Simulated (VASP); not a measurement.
Given:

```yaml
crystal:
  lattice:
    - [0.00000, 3.12517, 3.12517]
    - [3.12517, 0.00000, 3.12517]
    - [3.12517, 3.12517, 0.00000]
  atoms:
    - { symbol: In, position: [0.00000, 0.00000, 0.00000] }
    - { symbol: As, position: [0.25000, 0.25000, 0.25000] }
```

Method: PBE GGA, VASP's PBE PAW potentials (set 64) (plane waves; VASP 6.6.1). Run with 520 eV cut-off, 10×10×10 Γ-centred mesh, first-order Methfessel-Paxton smearing of 0.10 eV, potentials In_d As.

Give the stress tensor in GPa (positive for a compressed cell).

```
-1.35   0.00   0.00
 0.00  -1.35   0.00
 0.00   0.00  -1.35
```
The pressure is its mean diagonal, -1.35 GPa.

The compound is InAs in the zinc blende structure. This cell is one point of a volume scan, at 1.03 of the reference volume.
